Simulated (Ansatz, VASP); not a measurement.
**Ge (Germanium): VASP beside Ansatz**

Aim: how closely do two programs agree when they are given the same cell, functional and k mesh? The structure shown is the start of the Ansatz relaxation below; VASP solves that cell, so the two are compared at the walk's first step.

Main program and level: Ansatz 0.2.0; plane waves, with VASP 6.6.1 beside it; single point at LDA.

**1. The starting structure**

Symmetry: Imma, No. 74, orthorhombic system. Conventional cell: a = 3.816 Å, b = 3.980 Å, c = 5.685 Å, α = 90.00°, β = 90.00°, γ = 90.00°. Nearest to Ge lie 4 Ge at 2.39 to 2.43 Å.

As a file:

```cif
data_structure
_symmetry_space_group_name_H-M 'Imma'
_symmetry_Int_Tables_number 74
_cell_length_a 3.8159
_cell_length_b 3.9805
_cell_length_c 5.6849
_cell_angle_alpha 90.000
_cell_angle_beta 90.000
_cell_angle_gamma 90.000
_cell_volume 86.35
loop_
_atom_site_label
_atom_site_type_symbol
_atom_site_symmetry_multiplicity
_atom_site_Wyckoff_symbol
_atom_site_fract_x
_atom_site_fract_y
_atom_site_fract_z
_atom_site_occupancy
Ge1 Ge 4 e 0.00000 0.75000 0.62279 1
```

**2. Ansatz: relaxation, LDA**

Ansatz runs on its PAW soft_1 files.

The two programs are compared at the cell with which this relaxation starts, whose forces are those of its first step.

Contents of input.yaml:

```yaml
crystal:
  lattice:
    - [-0.0581627338, 2.7564455759, 2.8424470053]
    - [2.7564455759, -0.0581627338, 2.8424470053]
    - [2.6982828421, 2.6982828421, 0.0]
  atoms:
    - { symbol: Ge, position: [0.4977861085, 0.4977861085, 0.5022138915] }
    - { symbol: Ge, position: [0.7522138915, 0.7522138915, 0.7477861085] }
  conventional_axes: [[0, 0, 1], [1, -1, 0], [1, 1, -1]]
kpoints:
  mp_grid: { grid: [16, 16, 16] }
hamiltonian:
  xc: lda
  pseudopotentials: { kind: paw, azcp: { folder: soft_1 }, xc_functional: pbe }
scf:
  occupations: { method: methfessel_paxton, width: 0.2 }
output:
  forces: true
  stress: true
  eigenvalues: true
relax:
  adjacent_minimum: "off"
  f_tol: 0.001
  max_steps: 60
  cell: { stress_tol: 0.01, fix: [a, angles] }
```

Run with:

```sh
$ ansatz run input.yaml --threads 4 --pin off --max-ram 10240MiB --backend cpu --events-out ev --progress --plain --runs-dir out
```

Numbers of over 12 decimals in the logs are rounded to 6 here.

The log of the run:

```text
Engine: ansatz 0.2.0, aarch64-unknown-linux-gnu
Pseudopotentials: kind: paw
Pseudopotential: Ge, paw, valence charge 14, recommended cutoff 420 eV (normal), soft_1/Ge.paw.azcp
Functional definition: SPW92
  exchange = slater_x
  correlation = pw_c
Crystal: 2 atoms, lattice volume = 43.175 Å³
Basis set: ecut = 420 eV, 865 PW (Γ)
Bands: 18, of which v1, the nominal top of the filled ones, is band 14 counted from 1 (13 counted from 0)
Symmetry: 8 space group operations
Space group: Imma (ITA 74), of the structure as read, at distance tolerance 3.5e-5 Å
k-points: 621 of 4096
Non-local potential: Ge, projectors of the file, l = 0: 2, l = 1: 2, l = 2: 3, l = 3: 1
PAW form: soft (Blöchl's): semilocal exchange-correlation on the pseudo side does not see the compensation charge
PAW frozen core: Ge, regenerated for the run's functional, and the local potential with it (the file was generated under x = pbe(κ = 0.804, μ = 0.219515), c = pbe(β = 0.066725))
PAW one-centre angular grid: Ge, 590 points (default); XC on 64 Gauss nodes
Initial density: superposition of atomic densities (chi_scale 0.1, normalization cell)
Initial wavefunctions: pseudopotential atomic-orbital guess
Functional: x = slater, c = lda
SCF iter   1: F=—  HF=-8431.570016 eV  |F-HF|=—  |Δ(HF+E_count)|=         —  Δρ=3.69e-2  dr2=5.39e-1  ethr=3.10e-3  ⟨swp⟩=5.1  Hψ=51815  notcnv=0
preconditioner: auto → Kerker (q_TF=auto, 2.538 Å⁻¹)  [metal: Δε(μ)=0.009 eV  Ē_g=23.612 eV  σ=0.200 eV  W_gap=0.04  n_scr=14 (ndim 8)  ℏωp=29.9 eV  f_vac=0.000  D(μ)=0.03/eV (n_scr^D=0)]
SCF iter   2: F=—  HF=-8431.501966 eV  |F-HF|=—  |Δ(HF+E_count)|=   6.81e-2  S|Δr|=    0.00e0  Δρ=2.41e-2  dr2=2.67e-1  ethr=1.92e-3  ⟨swp⟩=1.1  Hψ=16178  notcnv=0
SCF iter   3: F=—  HF=-8431.424702 eV  |F-HF|=—  |Δ(HF+E_count)|=   7.73e-2  S|Δr|=    0.00e0  Δρ=4.07e-3  dr2=1.18e-2  ethr=9.53e-4  ⟨swp⟩=2.0  Hψ=16084  notcnv=0
SCF iter   4: F=—  HF=-8431.423835 eV  |F-HF|=—  |Δ(HF+E_count)|=   8.67e-4  S|Δr|=    0.00e0  Δρ=2.19e-3  dr2=2.97e-3  ethr=4.23e-5  ⟨swp⟩=2.0  Hψ=17409  notcnv=0
SCF iter   5: F=—  HF=-8431.423254 eV  |F-HF|=—  |Δ(HF+E_count)|=   5.81e-4  S|Δr|=    0.00e0  Δρ=7.27e-4  dr2=1.35e-4  ethr=1.06e-5  ⟨swp⟩=2.0  Hψ=19874  notcnv=0
SCF iter   6: F=—  HF=-8431.423221 eV  |F-HF|=—  |Δ(HF+E_count)|=   3.27e-5  S|Δr|=    0.00e0  Δρ=1.27e-4  dr2=4.73e-6  ethr=4.84e-7  ⟨swp⟩=2.0  Hψ=19238  notcnv=0
SCF iter   7: F=—  HF=-8431.423227 eV  |F-HF|=—  |Δ(HF+E_count)|=   6.12e-6  S|Δr|=    0.00e0  Δρ=3.54e-5  dr2=4.88e-7  ethr=1.69e-8  ⟨swp⟩=2.0  Hψ=19737  notcnv=0
SCF iter   8: F=-8431.423228 eV  HF=-8431.423228 eV  |F-HF|=1.35e-8  |Δ(HF+E_count)|=   3.49e-7  S|Δr|=    0.00e0  Δρ=9.00e-6  dr2=4.91e-8  ethr=3.57e-10  ⟨swp⟩=5.2  Hψ=51122  notcnv=0
SCF 1 converged in 8 iterations: F = -8431.423228 eV  dr2 = 4.91e-8
  greatest PAW one-centre occupation: 0.998 electrons in one spin orbital (limit 2), on the Ge atom at site 1 (counted from 0), in its partial waves of l = 2
relax step   1: F+E_penalty+E_count = -8431.42322786 eV  Δ(F+E_penalty+E_count) = +0.000e0 eV  max|allowed force component| = 1.045e-1 eV/Å  Δτ_max = 0.0000 Å  P = +2.258 GPa  Ω = 43.175 Å³  fix = [a, alpha, beta, gamma]  reactions: a +6.226 GPa  (8 SCF iters, dr2 threshold 1.00e-7 eV, accepted)
[...]
relax step   2: F+E_penalty+E_count = -8431.42389792 eV  Δ(F+E_penalty+E_count) = -6.701e-4 eV  max|allowed force component| = 1.646e-2 eV/Å  Δτ_max = 0.0038 Å  P = +1.946 GPa  Ω = 43.331 Å³  energy of the carried Pulay correction = -3.433e-5 eV  fix = [a, alpha, beta, gamma]  reactions: a +5.765 GPa  (5 SCF iters, dr2 threshold 2.00e-7 eV, accepted)
[...]
relax step   3: F+E_penalty+E_count = -8431.42391429 eV  Δ(F+E_penalty+E_count) = -1.636e-5 eV  max|allowed force component| = 6.398e-4 eV/Å  Δτ_max = 0.0005 Å  P = +1.890 GPa  Ω = 43.359 Å³  energy of the carried Pulay correction = -4.041e-5 eV  fix = [a, alpha, beta, gamma]  reactions: a +5.674 GPa  (4 SCF iters, dr2 threshold 2.95e-8 eV, accepted)
[...]
relax step   4: F+E_penalty+E_count = -8431.42395409 eV  Δ(F+E_penalty+E_count) = -3.980e-5 eV  max|allowed force component| = 6.424e-4 eV/Å  Δτ_max = 0.0000 Å  P = +1.891 GPa  Ω = 43.359 Å³  fix = [a, alpha, beta, gamma]  reactions: a +5.676 GPa  stress off target by 7.33e-3 GPa on what of the cell is left free  SCF on the basis re-selected at this cell (its energy is not comparable with the rows above)  (6 SCF iters)
basis re-selected at this cell: Δ(F+E_penalty+E_count) = -3.980e-5 eV, ΔP = +0.000 GPa vs the last step (what re-selecting the basis moved, of the pressure what is left beyond the Pulay correction that the steps carried, after the strain that the cell walked since its last selection, with what the two solves' SCF thresholds leave and, on support functions, any second-order correction that the steps lacked; it is no m [...]
SCF converged after 6 iterations
Stability not checked: this state was not tested for a lower state beside it, because cold or Methfessel-Paxton smearing, or corrected tetrahedra, fill the levels in a way that the test cannot read (fill_not_monotonic; see scf.lower_state_search)
Free energy (F): -8431.423954 eV
Harris-Foulkes:  -8431.423954 eV  (|F-HF|=0.00e0)
Internal energy: -8431.424387 eV  (E = F + TS)
E sigma→0 (E₀):  -8431.424062 eV
Entropy (-TS):   0.000433 eV (0.216 meV/atom)
Fermi energy:    8.931403 eV
--- Per-component energies (eV) ---
  E_band       = -297.094553
  E_kinetic    = 187.852121
  E_local      = -4447.372933  (includes V_loc(G=0)·N_el)
  E_nonlocal   = 442.365584
  E_hartree    = 2121.642113
  E_xc         = -143.538934
  E_vxc        = -132.174125  (∫ρ·V_xc dr)
  E_paw        = -3869.283759  (= ΣΔE_a)
  E_vpaw       = -591.049515  (= ΣTr[D̂ρ^β])
  E_aug_tail   = 0.000032  (compensation charges beyond the density's cutoff)
  E_ewald      = -2726.905263
  E_core_change = 3.816653  (= ΣΔE_core)
  E_smearing   = 0.000433  (= −TS)
  E_closure    = 0.000000  (closes the sum)
  Σ components = -8431.423954   (vs F -8431.423954, Δ=0.00e0)
--- Forces (eV/Å), atoms counted from 1 ---
  atom   1  Ge    -0.00000000    -0.00000000    -0.00064240
  atom   2  Ge     0.00000000     0.00000000     0.00064240
  max |Σ_I F_I| component: 4.34e-18 eV/Å
--- Stress (GPa, compression-positive) ---
        2.839581       2.836186      -0.000000
        2.836186       2.839581      -0.000000
       -0.000000      -0.000000      -0.007330
  P = ⅓ Tr σ = 1.8906 GPa (18.906 kbar)
--- Band table (eV; the first three rows and the last of 621) ---
  k-point 0: bands = [... 10 lower, -4.3340, 8.6082, 8.6890, 8.9364, 9.1437, 11.1015, 11.5370, 11.5599]
  k-point 1: bands = [... 10 lower, -4.2824, 7.8009, 8.5866, 8.7101, 9.6418, 11.2484, 11.6001, 11.8745]
  k-point 2: bands = [... 10 lower, -4.1287, 6.5818, 8.3458, 8.4081, 9.7531, 11.6066, 11.8468, 12.6543]
  k-point 620: bands = [... 10 lower, -0.4960, -0.3266, 5.4854, 6.0532, 9.2525, 9.9941, 18.4405, 18.6744]
--- Relaxed structure (3 steps of the walk, 3 accepted, 1 SCFs on fresh bases) ---
  F+E_penalty+E_count = -8431.42395409 eV   max|allowed force component| = 6.424e-4 eV/Å   (the final SCF, on the basis selected at the relaxed cell)
  cell:  # Å, volume = 43.3590 Å³
    - [-0.058987, 2.757270, 2.852921]
    - [2.757270, -0.058987, 2.852921]
    - [2.6982828421, 2.6982828421, 0.0]
  atoms:
    - { symbol: Ge, position: [0.497025, 0.497025, 0.502975] }
    - { symbol: Ge, position: [0.752975, 0.752975, 0.747025] }
```

In the SCF lines HF is the Harris–Foulkes energy and dr2 the Hartree energy of the density residual, in eV; the loop may stop once dr2 is under the threshold and the program's other checks hold. Hψ counts applications of the Hamiltonian.

**3. VASP: single point, LDA, start cell, pair 1**

The same cell, functional (in two slightly different forms), mesh and smearing now go to VASP, with its own data sets.

Lines of VASP's logs that name or quote its potential files are left out, and so is its time.

Contents of INCAR:

```
SYSTEM = Ge
PREC = Accurate
ENCUT = 410
EDIFF = 1E-06
NELM = 120
ISMEAR = 1
SIGMA = 0.2
LREAL = .FALSE.
ALGO = Normal
GGA = CA
NBANDS = 20
LORBIT = 11
LWAVE = .FALSE.
LCHARG = .FALSE.
ISIF = 2
LASPH = .TRUE.
GGA_COMPAT = .FALSE.
KPAR = 2
```

Contents of POSCAR:

```
Ge
1.0
   -0.0581630000      2.7564460000      2.8424470000
    2.7564460000     -0.0581630000      2.8424470000
    2.6982830000      2.6982830000      0.0000000000
Ge
2
Direct
    0.4977860625      0.4977860625      0.5022139375
    0.7522138495      0.7522138495      0.7477859652
```

Contents of KPOINTS:

```
Automatic mesh
0
Gamma
16 16 16
0 0 0
```

PAW data sets: Ge_d (LDA family, release 64).

Run with:

```sh
$ mpirun -np 2 vasp_std
```

The log of the run:

```text
[banner, memory and clock lines left out]
running    2 mpi-ranks, on    1 nodes
 distrk:  each k-point on    1 cores,    2 groups
 distr:  one band on    1 cores,    1 groups

 POSCAR found type information on POSCAR Ge
 POSCAR found :  1 types and       2 ions
 LDA part: xc-table for (Slater(with rela. corr.)+CA(PZ))
 , standard interpolation
 POSCAR, INCAR and KPOINTS ok, starting setup
 FFT: planning ... GRIDC
 FFT: planning ... GRID_SOFT
 FFT: planning ... GRID
 WAVECAR not read
 entering main loop
       N       E                     dE             d eps       ncg     rms          rms(c)
DAV:   1     0.170366970595E+03    0.17037E+03   -0.13304E+04 26888   0.340E+03
DAV:   2     0.125544548781E+02   -0.15781E+03   -0.15370E+03 24932   0.533E+02
DAV:   3    -0.988388170397E+01   -0.22438E+02   -0.22300E+02 27924   0.136E+02
DAV:   4    -0.105444020388E+02   -0.66052E+00   -0.66011E+00 27896   0.277E+01
DAV:   5    -0.105546174941E+02   -0.10215E-01   -0.10215E-01 27832   0.367E+00    0.349E+00
DAV:   6    -0.104228622506E+02    0.13176E+00   -0.43424E-02 27424   0.167E+00    0.200E+00
DAV:   7    -0.103581951547E+02    0.64667E-01   -0.86710E-02 27224   0.216E+00    0.147E-01
DAV:   8    -0.103588935684E+02   -0.69841E-03   -0.65270E-03 27808   0.878E-01    0.478E-02
DAV:   9    -0.103589060606E+02   -0.12492E-04   -0.14991E-04 30348   0.144E-01    0.207E-02
DAV:  10    -0.103589048258E+02    0.12348E-05   -0.14413E-05 35332   0.468E-02    0.425E-03
DAV:  11    -0.103589045798E+02    0.24601E-06   -0.18049E-06 22100   0.121E-02
   1 F= -.10358905E+02 E0= -.10359015E+02  d E =0.330104E-03
```

From OUTCAR (step 3):

```text
ion  position               nearest neighbor table
   1  0.498  0.498  0.502-   2 2.39   2 2.39   2 2.43   2 2.43
   2  0.752  0.752  0.748-   1 2.39   1 2.39   1 2.43   1 2.43

  LATTYP: Found a body centered orthorhombic cell.
 ALAT       =     3.8159484137
 B/A-ratio  =     1.0431111192
 C/A-ratio  =     1.4897722358

 Subroutine GETGRP returns: Found  8 space group operations
 (whereof  4 operations were pure point group operations)

The static configuration has the point symmetry C_2v.
 The point group associated with its full space group is D_2h.

 Found    621 irreducible k-points:

   k-points           NKPTS =    621   k-points in BZ     NKDIM =    621   number of bands    NBANDS=     20

   dimension x,y,z NGX =    28 NGY =   28 NGZ =   28
   dimension x,y,z NGXF=    56 NGYF=   56 NGZF=   56

   ENCUT  =  410.0 eV  30.13 Ry    5.49 a.u.   6.54  6.54  6.30*2*pi/ulx,y,z

   NELECT =      28.0000    total number of electrons

 k-points in reciprocal lattice and weights: Automatic mesh
   0.00000000  0.00000000  0.00000000       0.000
   0.06250000  0.00000000  0.00000000       0.001
   0.12500000  0.00000000  0.00000000       0.001
   0.18750000  0.00000000  0.00000000       0.001
   0.25000000  0.00000000  0.00000000       0.001
   0.31250000  0.00000000  0.00000000       0.001
   0.37500000  0.00000000  0.00000000       0.001
   0.43750000  0.00000000  0.00000000       0.001
   0.50000000  0.00000000  0.00000000       0.000
[...]
0.25000000  0.25000000  0.50000000       0.000
  -0.25000000  0.25000000  0.50000000       0.000

 average (electrostatic) potential at core
       1 -74.9815       2 -74.9815

 E-fermi :   5.3075

 k-point     1 :       0.0000    0.0000    0.0000
  band No.  band energies     occupation
    ...
      9     -19.5100      2.00000
     10     -19.5076      2.00000
     11      -7.9755      2.00000
     12       5.0115      2.05710
     13       5.1068      2.05090
     14       5.4074      0.26002
     15       5.4750      0.00184
     16       7.4626     -0.00000
     17       7.9353     -0.00000
     18       7.9549     -0.00000
    ...

 k-point     2 :       0.0625    0.0000    0.0000
  band No.  band energies     occupation
    ...
      9     -19.5083      2.00000
     10     -19.5013      2.00000
     11      -7.9273      2.00000
     12       3.9815      2.00000
     13       4.9414      2.02658
     14       5.3747      0.46499
     15       6.1923     -0.00000
     16       7.7214     -0.00000
     17       8.0160     -0.00000
     18       8.0881     -0.00000
    ...

 k-point     3 :       0.1250    0.0000    0.0000
  band No.  band energies     occupation
    ...
     10     -19.4924      2.00000
     11      -7.7838      2.00000
     12       2.6920      2.00000
     13       4.7008      2.00015
     14       5.1345      2.00962
     15       6.4297     -0.00000
     16       8.2443     -0.00000
     17       8.4111     -0.00000
     18       8.6123     -0.00000
     19      12.4533      0.00000
    ...

  Total        0.7757915      0.7757915      0.0889608      0.8473004      0.0000000      0.0000000
  in kB       28.7890719     28.7890719      3.3012705     31.4427170      0.0000000      0.0000000
  external PRESSURE =      20.2931381 kB  Pullay stress =       0.0000000 kB

  energy-cutoff  :      410.00
  volume of cell :       43.17
      direct lattice vectors                 reciprocal lattice vectors
    -0.058163000  2.756446000  2.842447000    -0.177644568  0.177644568  0.175904775
     2.756446000 -0.058163000  2.842447000     0.177644568 -0.177644568  0.175904775
     2.698283000  2.698283000  0.000000000     0.185303024  0.185303024 -0.175904775

 POSITION                                       TOTAL-FORCE (eV/Angst)
 -----------------------------------------------------------------------------------
      2.69828      2.69828      2.82986        -0.000000     -0.000000     -0.106686
      4.04742      4.04742      4.27626         0.000000      0.000000      0.106686
 -----------------------------------------------------------------------------------
    total drift:                               -0.000000     -0.000000     -0.000247

  FREE ENERGIE OF THE ION-ELECTRON SYSTEM (eV)
  ---------------------------------------------------
  free  energy   TOTEN  =       -10.3589045798 eV

  energy  without entropy=      -10.3592346839  energy(sigma->0) =      -10.35901461

 total charge
# of ion       s       p       d       tot
------------------------------------------
    1        1.138   1.312  10.030  12.481
    2        1.138   1.312  10.030  12.481
--------------------------------------------------
tot          2.276   2.625  20.061  24.962

[... 3 further parts left out ...]
```

The run ends at a pressure of 2.03 GPa, with forces up to 0.11 eV/Å.

**4. Differences**

Known differences besides the potentials themselves: the two LDA forms differ slightly; the cutoff is 420 eV in Ansatz and 410 eV in VASP; VASP's log shows a relativistic correction to its local exchange, Ansatz's none. Total energies have different zeros and are not compared.

Forces (eV/Å; atoms numbered as in POSCAR):

| atom | Ansatz x, y, z | VASP x, y, z |
| --- | --- | --- |
| Ge1 | 0.000, 0.000, -0.104 | 0.000, 0.000, -0.107 |
| Ge2 | 0.000, 0.000, 0.104 | 0.000, 0.000, 0.107 |

The forces differ by 1.3 meV/Å r.m.s., which is 2.1 % of the r.m.s. force of 0.062 eV/Å (both taken over all components).

**5. What the set-up changes**

Further runs change the set-up of one program: Ansatz's method, potentials or start, or VASP's data sets, cutoff or form of LDA. The table gives that difference for each run.

| run | r.m.s. force difference (meV/Å) |
| --- | --- |
| as above | 1.3 |
| VASP with a cutoff of 500 eV (perhaps on Ansatz's relaxed cell) | 0.62 |

**6. Ansatz: relaxation, LDA**

The two programs are compared at the cell with which this relaxation starts, whose forces are those of its first step. The cell compared in this pair holds 43.44 Å³, against 43.17 Å³ for the pair before.

The structure compared here is the start of the Ansatz relaxation; VASP solves that cell, so the two are compared at the walk's first step.

input.yaml, the sections that differ from step 2:

```yaml
crystal:
  lattice:
    - [-0.0433412151, 2.7697311701, 2.8319585093]
    - [2.7697311701, -0.0433412151, 2.8319585093]
    - [2.726389955, 2.726389955, 0.0]
  atoms:
    - { symbol: Ge, position: [0.4985431779, 0.4985431779, 0.5014568221] }
    - { symbol: Ge, position: [0.7514568221, 0.7514568221, 0.7485431779] }
  conventional_axes: [[0, 0, 1], [1, -1, 0], [1, 1, -1]]
# kpoints, hamiltonian, scf, output, relax: as in step 2
```

Run with:

```sh
$ ansatz run input.yaml --threads 4 --pin off --max-ram 10240MiB --backend cpu --events-out ev --progress --plain --runs-dir out
```

The log of the run:

```text
[...]
Crystal: 2 atoms, lattice volume = 43.440 Å³
Basis set: ecut = 420 eV, 873 PW (Γ)
Bands: 18, of which v1, the nominal top of the filled ones, is band 14 counted from 1 (13 counted from 0)
Symmetry: 8 space group operations
[...]
k-points: 621 of 4096
[...]
k-point 620: bands = [... 10 lower, -0.5063, -0.3750, 5.4502, 5.8652, 9.2218, 9.7658, 18.3346, 18.5164]
--- Relaxed structure (3 steps of the walk, 3 accepted, 1 SCFs on fresh bases) ---
[...]
cell:  # Å, volume = 43.6243 Å³
    - [-0.044109, 2.770499, 2.842447]
    - [2.770499, -0.044109, 2.842447]
    - [2.726389955, 2.726389955, 0.0]
  atoms:
    - { symbol: Ge, position: [0.497786, 0.497786, 0.502214] }
    - { symbol: Ge, position: [0.752214, 0.752214, 0.747786] }
[key lines of the parts left out:]
SCF converged after 7 iterations
Free energy (F): -8431.437749 eV
Fermi energy:    8.803699 eV
P = ⅓ Tr σ = 1.3809 GPa (13.809 kbar)
```

(Continued in part 2 of 2.)

[Lines on the potential files, build, host, timing and source positions are cut from VASP's logs without a mark.]

[Logs are printed without paths, hosts, clocks, repeated set-up lines and the standing remarks that a program may print on its own settings, such as how far it seeks lower states.]

[Hosts, paths, dates, database ids (printed as entryN), source tags and the programs' standing remarks are cut or masked in the printed files.]

[Rows of further runs with another cutoff or data set may stand on the cell that Ansatz relaxed, not on the start cell of the pair above them.]
